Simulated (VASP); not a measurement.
Consider the following.

```
GaS
1.0
    1.79606     1.03696     7.96374
   -1.79606     1.03696     7.96374
    0.00000    -2.07391     7.96374
Ga S
2 2
Direct
  0.94918   0.94918   0.94918
  0.05082   0.05082   0.05082
  0.23805   0.23805   0.23805
  0.76195   0.76195   0.76195
```

These are PBEsol GGA, VASP's PBE PAW potentials (set 64) (plane waves; VASP) values and carry that method's errors. Numerical set-up: 300 eV cut-off, 8×8×8 Γ-centred mesh, Fermi-Dirac smearing of 0.010 eV, potentials Ga_d S.

What does the run give for the energy per atom (σ→0), band gap (on the k-mesh) with the smallest direct gap where there is one?

The band gap (on the k-mesh) is 1.63 eV, the smallest direct gap (on the k-mesh) comes out as 1.63 eV and the energy per atom (σ→0) is -4.515 eV/atom.

The structure comes from a computed database's GaS entry; how it stands against other phases isn't given here. The cell was not relaxed at this level.
